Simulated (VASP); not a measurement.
# How plane-wave cutoff and k-mesh change a VASP run on Li3ClO

A convergence test on Li3ClO: the plane-wave cutoff and k-mesh. The series runs use LDA. The plane-wave cutoff tried: ENCUT = 300; ENCUT = 370; ENCUT = 450; ENCUT = 500; ENCUT = 570; ENCUT = 650; ENCUT = 800; ENCUT = 1000. The k-mesh tried: 2 2 2; 3 3 3; 4 4 4; 5 5 5; 7 7 7; 9 9 9; 11 11 11. The start is a computed cell from the Materials Project.

Main program and level: VASP 6.6.1; LDA; plane waves and PAW (Li_sv, Cl, O).

## (1) The structure

Symmetry: Pm-3m, No. 221, cubic system. The conventional cell has a = 3.908 Å, b = 3.908 Å, c = 3.908 Å, α = 90.00°, β = 90.00°, γ = 90.00°. Li has 2 O at 1.95 Å and 8 Li at 2.76 Å and 4 Cl at 2.76 Å nearest. Nearest to Cl lie 12 Li at 2.76 Å. O has 6 Li at 1.95 Å nearest. Farther neighbours and most contacts between anions are not listed.

## (2) Plane-wave cutoff: ENCUT = 300

The basis grows with ENCUT, and energy and stress both move with it. LDA, the lowest rung, knows the local density alone.

INCAR

```
SYSTEM = Li3ClO
PREC = Accurate
ENCUT = 300
EDIFF = 1E-06
NELM = 100
ISMEAR = -1
SIGMA = 0.05
LREAL = .FALSE.
ALGO = Normal
GGA = CA
NBANDS = 17
LORBIT = 11
LWAVE = .FALSE.
LCHARG = .FALSE.
KPAR = 4
ISIF = 2
```

POSCAR

```
Li3ClO
1.0
    3.9083370000      0.0000000000      0.0000000000
    0.0000000000      3.9083370000      0.0000000000
    0.0000000000      0.0000000000      3.9083370000
Li Cl O
3 1 1
Direct
    0.0000000000      0.5000000000      0.5000000000
    0.5000000000      0.0000000000      0.5000000000
    0.5000000000      0.5000000000      0.0000000000
    0.0000000000      0.0000000000      0.0000000000
    0.5000000000      0.5000000000      0.5000000000
```

KPOINTS

```
Automatic mesh
0
Gamma
6 6 6
0 0 0
```

The projector-augmented-wave data sets are Li_sv, Cl and O (PBE family, release 64).

Command:

```sh
mpirun -np 4 vasp_std
```

Log:

```text
[banner, memory and clock lines left out]
running    4 mpi-ranks, on    1 nodes
 distrk:  each k-point on    1 cores,    4 groups
 distr:  one band on    1 cores,    1 groups

 POSCAR found type information on POSCAR LiClO
 POSCAR found :  3 types and       5 ions
|                                                                             |
|               ----> ADVICE to this user running VASP <----                  |
|                                                                             |
|     You enforced a specific xc type in the INCAR file but a different       |
|     [... a line on the potential file left out ...]
|     I HOPE YOU KNOW WHAT YOU ARE DOING!                                     |
|                                                                             |

 LDA part: xc-table for (Slater(with rela. corr.)+CA(PZ))
 , standard interpolation
 POSCAR, INCAR and KPOINTS ok, starting setup
 FFT: planning ... GRIDC
 FFT: planning ... GRID_SOFT
 FFT: planning ... GRID
 WAVECAR not read
 entering main loop
       N       E                     dE             d eps       ncg     rms          rms(c)
DAV:   1     0.919828871593E+02    0.91983E+02   -0.77928E+03   688   0.947E+02
DAV:   2    -0.172245904766E+02   -0.10921E+03   -0.10522E+03   858   0.241E+02
DAV:   3    -0.287017951549E+02   -0.11477E+02   -0.11451E+02  1222   0.606E+01
DAV:   4    -0.288459835872E+02   -0.14419E+00   -0.14415E+00   861   0.841E+00
DAV:   5    -0.288494705584E+02   -0.34870E-02   -0.34869E-02  1054   0.111E+00    0.912E+00
DAV:   6    -0.254495171189E+02    0.34000E+01   -0.91267E+00   777   0.186E+01    0.416E+00
DAV:   7    -0.252698713492E+02    0.17965E+00   -0.89965E-01   876   0.511E+00    0.304E+00
DAV:   8    -0.251457067984E+02    0.12416E+00   -0.36208E-01   695   0.382E+00    0.745E-01
DAV:   9    -0.251290530009E+02    0.16654E-01   -0.12475E-01   896   0.176E+00    0.216E-01
DAV:  10    -0.251297926597E+02   -0.73966E-03   -0.12929E-02   827   0.659E-01    0.869E-02
DAV:  11    -0.251294502923E+02    0.34237E-03   -0.15373E-03   866   0.230E-01    0.185E-02
DAV:  12    -0.251294654216E+02   -0.15129E-04   -0.32037E-04   817   0.973E-02    0.214E-02
DAV:  13    -0.251294531536E+02    0.12268E-04   -0.10711E-04   772   0.541E-02    0.717E-03
DAV:  14    -0.251294534935E+02   -0.33997E-06   -0.34471E-06   627   0.116E-02
   1 F= -.25129453E+02 E0= -.25129453E+02  d E =-.703932E-10
```

The job ended after 1.6 s (4 MPI ranks of Intel Xeon 6975P-C (Granite Rapids), shared host; peak memory 0.45 GiB; 4.2 s of CPU time).

Lines that name or quote the potential files are left out of all logs, and their timing lines are given in words.

Parts of OUTCAR (step 2):

```text
ion  position               nearest neighbor table
   1  0.000  0.500  0.500-   5 1.95   5 1.95
   2  0.500  0.000  0.500-   5 1.95   5 1.95
   3  0.500  0.500  0.000-   5 1.95   5 1.95
   4  0.000  0.000  0.000-
   5  0.500  0.500  0.500-   1 1.95   2 1.95   3 1.95   3 1.95   2 1.95   1 1.95

  LATTYP: Found a simple cubic cell.
 ALAT       =     3.9083370000

 Subroutine GETGRP returns: Found 48 space group operations
 (whereof 48 operations were pure point group operations)

The static configuration has the point symmetry O_h .

 Found     20 irreducible k-points:

   k-points           NKPTS =     20   k-points in BZ     NKDIM =     20   number of bands    NBANDS=     17

   dimension x,y,z NGX =    24 NGY =   24 NGZ =   24
   dimension x,y,z NGXF=    48 NGYF=   48 NGZF=   48

   ENCUT  =  300.0 eV  22.05 Ry    4.70 a.u.   5.52  5.52  5.52*2*pi/ulx,y,z

   NELECT =      22.0000    total number of electrons

 k-points in reciprocal lattice and weights: Automatic mesh
   0.00000000  0.00000000  0.00000000       0.005
   0.16666667  0.00000000  0.00000000       0.028
   0.33333333  0.00000000  0.00000000       0.028
   0.50000000  0.00000000  0.00000000       0.014
   0.16666667  0.16666667  0.00000000       0.056
   0.33333333  0.16666667  0.00000000       0.111
   0.50000000  0.16666667  0.00000000       0.056
   0.33333333  0.33333333  0.00000000       0.056
   0.50000000  0.33333333  0.00000000       0.056
[...]
0.50000000  0.50000000  0.33333333       0.028
   0.50000000  0.50000000  0.50000000       0.005

 average (electrostatic) potential at core
       1 -60.5328       2 -60.5328       3 -60.5328       4 -93.2795       5 -70.5773

 E-fermi :   2.8613

 k-point     1 :       0.0000    0.0000    0.0000
  band No.  band energies     occupation
    ...
      7      -1.4944      2.00000
      8      -1.4944      2.00000
      9       1.0168      2.00000
     10       1.0168      2.00000
     11       1.0168      2.00000
     12       6.8757      0.00000
     13       8.6794      0.00000
     14       8.6794      0.00000
     15      12.8847      0.00000
     16      12.8847      0.00000
    ...

 k-point     2 :       0.1667    0.0000    0.0000
  band No.  band energies     occupation
    ...
      7      -1.3727      2.00000
      8      -1.3727      2.00000
      9       0.9224      2.00000
     10       0.9224      2.00000
     11       0.9576      2.00000
     12       7.2014      0.00000
     13       8.4215      0.00000
     14       9.3488      0.00000
     15      11.6948      0.00000
     16      11.6948      0.00000
    ...

 k-point     3 :       0.3333    0.0000    0.0000
  band No.  band energies     occupation
    ...
      7      -1.0740      2.00000
      8      -1.0740      2.00000
      9       0.6553      2.00000
     10       0.6553      2.00000
     11       0.8515      2.00000
     12       7.7285      0.00000
     13       7.9655      0.00000
     14      10.5985      0.00000
     15      10.5985      0.00000
     16      10.8268      0.00000
    ...

  Total       -8.9579321     -8.9579321     -8.9579321      0.0000000      0.0000000      0.0000000
  in kB     -240.4043570   -240.4043570   -240.4043570      0.0000000      0.0000000      0.0000000
  external PRESSURE =    -240.4043570 kB  Pullay stress =       0.0000000 kB

  energy-cutoff  :      300.00
  volume of cell :       59.70
      direct lattice vectors                 reciprocal lattice vectors
     3.908337000  0.000000000  0.000000000     0.255863299  0.000000000  0.000000000
     0.000000000  3.908337000  0.000000000     0.000000000  0.255863299  0.000000000
     0.000000000  0.000000000  3.908337000     0.000000000  0.000000000  0.255863299

 POSITION                                       TOTAL-FORCE (eV/Angst)
 -----------------------------------------------------------------------------------
      0.00000      1.95417      1.95417         0.000000      0.000000      0.000000
      1.95417      0.00000      1.95417         0.000000      0.000000      0.000000
      1.95417      1.95417      0.00000         0.000000      0.000000      0.000000
      0.00000      0.00000      0.00000         0.000000      0.000000      0.000000
      1.95417      1.95417      1.95417         0.000000      0.000000      0.000000
 -----------------------------------------------------------------------------------
    total drift:                                0.000000     -0.000000     -0.000000

  FREE ENERGIE OF THE ION-ELECTRON SYSTEM (eV)
  ---------------------------------------------------
  free  energy   TOTEN  =       -25.1294534935 eV

  energy  without entropy=      -25.1294534935  energy(sigma->0) =      -25.12945349

 total charge
# of ion       s       p       d       tot
------------------------------------------
    1        2.006   0.060   0.000   2.066
    2        2.006   0.060   0.000   2.066
    3        2.006   0.060   0.000   2.066
    4        1.575   3.526   0.000   5.101
    5        1.631   3.571   0.000   5.202
--------------------------------------------------
tot          9.225   7.277   0.000  16.502

[... 3 further parts left out ...]
```

The gap is read on the k-mesh alone, so it is an upper bound where the band edges lie off the mesh. The PAW data sets were made with PBE, though LDA sets exist; this is a small mismatch.

Numbers from this step:

- SCF cycles: 14
- electrons: 22
- bands: 17
- irreducible k-points: 20
- symmetry operations: 48
- free energy (TOTEN): -25.13 eV
- Fermi energy: 2.861 eV
- pressure: -24.04 GPa
- metallic: no
- valence top at k: 0.5, 0.5, 0
- conduction bottom at k: 0.5, 0.5, 0
- least direct gap at k: 0.5, 0.5, 0
- gap on the k-mesh: 4.198 eV
- least direct gap on the k-mesh: 4.198 eV

The series starts at -5.0259 eV an atom and -24.04 GPa, after 14 cycles in 1.6 s.

## (3) Plane-wave cutoff: ENCUT = 370

Changes to INCAR since step 2:

```diff
@@ -2,3 +2,3 @@
 PREC = Accurate
-ENCUT = 300
+ENCUT = 370
 EDIFF = 1E-06
```

POSCAR is that of step 2.

KPOINTS is that of step 2.

Command:

```sh
mpirun -np 4 vasp_std
```

Log:

```text
[banner, memory and clock lines left out]
running    4 mpi-ranks, on    1 nodes
[...]
[... a notice as in an earlier step ...]

 LDA part: xc-table for (Slater(with rela. corr.)+CA(PZ))
 , standard interpolation
 POSCAR, INCAR and KPOINTS ok, starting setup
[...]
entering main loop
       N       E                     dE             d eps       ncg     rms          rms(c)
DAV:   1     0.107495973521E+03    0.10750E+03   -0.89650E+03   680   0.108E+03
DAV:   2    -0.147941081951E+02   -0.12229E+03   -0.11887E+03   861   0.270E+02
DAV:   3    -0.274310505294E+02   -0.12637E+02   -0.12593E+02  1270   0.644E+01
DAV:   4    -0.276423879434E+02   -0.21134E+00   -0.21115E+00   891   0.108E+01
[...]
DAV:  12    -0.238871157087E+02   -0.14811E-04   -0.22460E-04   833   0.863E-02    0.153E-02
DAV:  13    -0.238871101163E+02    0.55923E-05   -0.46937E-05   818   0.377E-02    0.642E-03
DAV:  14    -0.238871102073E+02   -0.91003E-07   -0.15060E-06   501   0.816E-03
   1 F= -.23887110E+02 E0= -.23887110E+02  d E =-.412613E-11
```

Run time: 2.4 s. Hardware: 4 MPI ranks; peak memory 0.51 GiB; 7 s of CPU time.

Parts of OUTCAR (step 3):

```text
  Total       -4.7029504     -4.7029504     -4.7029504      0.0000000      0.0000000     -0.0000000
  in kB     -126.2132545   -126.2132545   -126.2132545      0.0000000      0.0000000     -0.0000000
  external PRESSURE =    -126.2132545 kB  Pullay stress =       0.0000000 kB

 POSITION                                       TOTAL-FORCE (eV/Angst)
 -----------------------------------------------------------------------------------
      0.00000      1.95417      1.95417         0.000000      0.000000      0.000000
      1.95417      0.00000      1.95417         0.000000      0.000000      0.000000
      1.95417      1.95417      0.00000         0.000000      0.000000      0.000000
      0.00000      0.00000      0.00000         0.000000      0.000000      0.000000
      1.95417      1.95417      1.95417         0.000000      0.000000      0.000000
 -----------------------------------------------------------------------------------
    total drift:                                0.000000      0.000000      0.000000

  FREE ENERGIE OF THE ION-ELECTRON SYSTEM (eV)
  ---------------------------------------------------
  free  energy   TOTEN  =       -23.8871102073 eV

  energy  without entropy=      -23.8871102073  energy(sigma->0) =      -23.88711021

[... 1 part as in an earlier step ...]

[... 2 further parts left out ...]
[key lines of the parts left out:]
E-fermi :   2.6882
```

Against the run before the energy moves by +248.47 meV an atom and the pressure by +11.42 GPa, after 14 cycles in 2.4 s.

## (4) Plane-wave cutoff: ENCUT = 450

Changes to INCAR since step 3:

```diff
@@ -2,3 +2,3 @@
 PREC = Accurate
-ENCUT = 370
+ENCUT = 450
 EDIFF = 1E-06
```

POSCAR is that of step 3.

KPOINTS is that of step 3.

Command:

```sh
mpirun -np 4 vasp_std
```

Log:

```text
[... set-up lines as in an earlier step ...]
 entering main loop
       N       E                     dE             d eps       ncg     rms          rms(c)
DAV:   1     0.115364947600E+03    0.11536E+03   -0.96207E+03   680   0.122E+03
DAV:   2    -0.138699302863E+02   -0.12923E+03   -0.12662E+03   841   0.283E+02
DAV:   3    -0.271541708058E+02   -0.13284E+02   -0.13228E+02  1297   0.690E+01
DAV:   4    -0.274389330699E+02   -0.28476E+00   -0.28434E+00   917   0.130E+01
[...]
DAV:  12    -0.237044287552E+02   -0.12982E-04   -0.13773E-04   887   0.719E-02    0.105E-02
DAV:  13    -0.237044262844E+02    0.24708E-05   -0.16504E-05   866   0.233E-02    0.572E-03
DAV:  14    -0.237044262095E+02    0.74946E-07   -0.97142E-07   423   0.639E-03
   1 F= -.23704426E+02 E0= -.23704426E+02  d E =-.369401E-10
```

Elapsed: 2.4 s, on 4 MPI ranks; peak memory 0.53 GiB; 7.5 s of CPU time.

From OUTCAR (step 4):

```text
  Total       -2.4231350     -2.4231350     -2.4231350      0.0000000      0.0000000     -0.0000000
  in kB      -65.0297640    -65.0297640    -65.0297640      0.0000000      0.0000000     -0.0000000
  external PRESSURE =     -65.0297640 kB  Pullay stress =       0.0000000 kB

  FREE ENERGIE OF THE ION-ELECTRON SYSTEM (eV)
  ---------------------------------------------------
  free  energy   TOTEN  =       -23.7044262095 eV

  energy  without entropy=      -23.7044262094  energy(sigma->0) =      -23.70442621

[... 2 parts as in an earlier step ...]

[... 2 further parts left out ...]
[key lines of the parts left out:]
E-fermi :   2.4844
```

Against the run before the energy moves by +36.54 meV an atom and the pressure by +6.12 GPa, after 14 cycles in 2.4 s.

## (5) Plane-wave cutoff: ENCUT = 500

Changes to INCAR since step 4:

```diff
@@ -2,3 +2,3 @@
 PREC = Accurate
-ENCUT = 450
+ENCUT = 500
 EDIFF = 1E-06
```

POSCAR is that of step 4.

KPOINTS is that of step 4.

Command:

```sh
mpirun -np 4 vasp_std
```

Log:

```text
[... set-up lines as in an earlier step ...]
 entering main loop
       N       E                     dE             d eps       ncg     rms          rms(c)
DAV:   1     0.120543601663E+03    0.12054E+03   -0.10384E+04   680   0.131E+03
DAV:   2    -0.140619423255E+02   -0.13461E+03   -0.13156E+03   859   0.307E+02
DAV:   3    -0.271590251052E+02   -0.13097E+02   -0.13043E+02  1339   0.697E+01
DAV:   4    -0.274195877122E+02   -0.26056E+00   -0.26033E+00   900   0.129E+01
[...]
DAV:  12    -0.236880715622E+02   -0.12590E-04   -0.14174E-04   879   0.745E-02    0.110E-02
DAV:  13    -0.236880691276E+02    0.24346E-05   -0.17152E-05   845   0.243E-02    0.647E-03
DAV:  14    -0.236880690448E+02    0.82869E-07   -0.12069E-06   436   0.692E-03
   1 F= -.23688069E+02 E0= -.23688069E+02  d E =-.331624E-10
```

It took 3 s on 4 MPI ranks; peak memory 0.57 GiB; 9.4 s of CPU time.

OUTCAR, selected parts (step 5):

```text
  Total       -2.0485869     -2.0485869     -2.0485869      0.0000000      0.0000000     -0.0000000
  in kB      -54.9780018    -54.9780018    -54.9780018      0.0000000      0.0000000     -0.0000000
  external PRESSURE =     -54.9780018 kB  Pullay stress =       0.0000000 kB

  FREE ENERGIE OF THE ION-ELECTRON SYSTEM (eV)
  ---------------------------------------------------
  free  energy   TOTEN  =       -23.6880690448 eV

  energy  without entropy=      -23.6880690447  energy(sigma->0) =      -23.68806904

[... 2 parts as in an earlier step ...]

[... 2 further parts left out ...]
[key lines of the parts left out:]
E-fermi :   2.4793
```

Against the run before the energy moves by +3.27 meV an atom and the pressure by +1.01 GPa, after 14 cycles in 3 s.

## (6) Plane-wave cutoff: ENCUT = 570

Changes to INCAR since step 5:

```diff
@@ -2,3 +2,3 @@
 PREC = Accurate
-ENCUT = 500
+ENCUT = 570
 EDIFF = 1E-06
```

POSCAR is that of step 5.

KPOINTS is that of step 5.

Command:

```sh
mpirun -np 4 vasp_std
```

Log:

```text
[... set-up lines as in an earlier step ...]
 entering main loop
       N       E                     dE             d eps       ncg     rms          rms(c)
DAV:   1     0.124819885842E+03    0.12482E+03   -0.11082E+04   680   0.141E+03
DAV:   2    -0.133050241146E+02   -0.13812E+03   -0.13223E+03   865   0.313E+02
DAV:   3    -0.271241631317E+02   -0.13819E+02   -0.13764E+02  1326   0.733E+01
DAV:   4    -0.274166978615E+02   -0.29253E+00   -0.29206E+00   909   0.139E+01
[...]
DAV:  12    -0.236885135463E+02   -0.12520E-04   -0.14431E-04   887   0.756E-02    0.111E-02
DAV:  13    -0.236885110950E+02    0.24512E-05   -0.17682E-05   860   0.246E-02    0.653E-03
DAV:  14    -0.236885110235E+02    0.71570E-07   -0.11058E-06   415   0.680E-03
   1 F= -.23688511E+02 E0= -.23688511E+02  d E =-.326701E-10
```

Elapsed: 3.2 s, on 4 MPI ranks; peak memory 0.59 GiB; 10 s of CPU time.

OUTCAR, selected parts (step 6):

```text
  Total       -1.9858987     -1.9858987     -1.9858987      0.0000000      0.0000000     -0.0000000
  in kB      -53.2956385    -53.2956385    -53.2956385      0.0000000      0.0000000     -0.0000000
  external PRESSURE =     -53.2956385 kB  Pullay stress =       0.0000000 kB

  FREE ENERGIE OF THE ION-ELECTRON SYSTEM (eV)
  ---------------------------------------------------
  free  energy   TOTEN  =       -23.6885110235 eV

  energy  without entropy=      -23.6885110234  energy(sigma->0) =      -23.68851102

[... 2 parts as in an earlier step ...]

[... 2 further parts left out ...]
[key lines of the parts left out:]
E-fermi :   2.4783
```

Against the run before the energy moves by -0.09 meV an atom and the pressure by +0.17 GPa, after 14 cycles in 3.2 s.

## (7) Plane-wave cutoff: ENCUT = 650

Changes to INCAR since step 6:

```diff
@@ -2,3 +2,3 @@
 PREC = Accurate
-ENCUT = 570
+ENCUT = 650
 EDIFF = 1E-06
```

POSCAR is that of step 6.

KPOINTS is that of step 6.

Command:

```sh
mpirun -np 4 vasp_std
```

Log:

```text
[... set-up lines as in an earlier step ...]
 entering main loop
       N       E                     dE             d eps       ncg     rms          rms(c)
DAV:   1     0.139743544104E+03    0.13974E+03   -0.11862E+04   680   0.156E+03
DAV:   2    -0.125637346620E+02   -0.15231E+03   -0.14687E+03   856   0.341E+02
DAV:   3    -0.264491424566E+02   -0.13885E+02   -0.13813E+02  1286   0.769E+01
DAV:   4    -0.274094425659E+02   -0.96030E+00   -0.95920E+00   962   0.177E+01
[...]
DAV:  12    -0.236876173968E+02   -0.12603E-04   -0.13921E-04   861   0.754E-02    0.111E-02
DAV:  13    -0.236876150611E+02    0.23358E-05   -0.15413E-05   876   0.231E-02    0.643E-03
DAV:  14    -0.236876149291E+02    0.13200E-06   -0.12233E-06   417   0.702E-03
   1 F= -.23687615E+02 E0= -.23687615E+02  d E =-.311372E-10
```

Elapsed: 3 s, on 4 MPI ranks; peak memory 0.6 GiB; 9.7 s of CPU time.

From OUTCAR (step 7):

```text
  Total       -2.0331311     -2.0331311     -2.0331311      0.0000000      0.0000000     -0.0000000
  in kB      -54.5632140    -54.5632140    -54.5632140      0.0000000      0.0000000     -0.0000000
  external PRESSURE =     -54.5632140 kB  Pullay stress =       0.0000000 kB

  FREE ENERGIE OF THE ION-ELECTRON SYSTEM (eV)
  ---------------------------------------------------
  free  energy   TOTEN  =       -23.6876149291 eV

  energy  without entropy=      -23.6876149290  energy(sigma->0) =      -23.68761493

[... 2 parts as in an earlier step ...]

[... 2 further parts left out ...]
[key lines of the parts left out:]
E-fermi :   2.4780
```

Against the run before the energy moves by +0.18 meV an atom and the pressure by -0.13 GPa, after 14 cycles in 3 s.

(Continued in part 2 of 3.)

[Lines on the potential files, build, host, timing and source positions are cut from VASP's logs without a mark.]

[Logs are printed without paths, hosts, clocks, repeated set-up lines and the standing remarks that a program may print on its own settings, such as how far it seeks lower states.]

[Hosts, paths, dates, database ids (printed as entryN), source tags and the programs' standing remarks are cut or masked in the printed files.]

[A measured line is paired with the nearest computed mode of its activity, which favours agreement.]
